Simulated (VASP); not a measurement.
```yaml
crystal:
  lattice:
    - [0.00000, 3.49792, 3.49792]
    - [3.49792, 0.00000, 3.49792]
    - [3.49792, 3.49792, 0.00000]
  atoms:
    - { symbol: Sr, position: [0.00000, 0.00000, 0.00000] }
    - { symbol: Cl, position: [0.25000, 0.25000, 0.25000] }
    - { symbol: Cl, position: [0.75000, 0.75000, 0.75000] }
```

The numbers are results of r2SCAN meta-GGA, VASP's PBE PAW potentials (set 64) (plane waves; VASP), not measurements. Settings: 480 eV cut-off, 6×6×6 Γ-centred mesh, Gaussian smearing of 0.050 eV, potentials Sr_sv Cl.

Stress in GPa, positive for a compressed cell; the cube axes lie along x, y and z, and the ions stay on their sites.

| strain | σxx | σyy | σzz |
|---|---|---|---|
| none | -0.01 | -0.01 | -0.01 |
| εxx = -0.5 %, εyy = -0.5 %, εzz = -0.5 % | 0.57 | 0.57 | 0.57 |
| εxx = -0.5 %, εzz = -0.5 % | 0.46 | 0.18 | 0.46 |

Q: Fit C11 and C12 to these rows, and predict the stress for εxx = -4.0 %, εyy = -4.0 %, εzz = -4.0 %.

A: Least squares on Δσ_i = −C11 ε_i − C12 (ε_j + ε_k) over all components shown gives C11 = 76 GPa and C12 = 20 GPa, and so σxx, σyy, σzz = 4.59, 4.59, 4.59 GPa. The run gave 6.08, 6.08, 6.08 GPa; the difference holds the non-linear terms and numerical noise.

Left out are shears, moved atoms, failed runs and, from the fit, strains over 2.5 %.

The compound is SrCl2 in the fluorite structure.
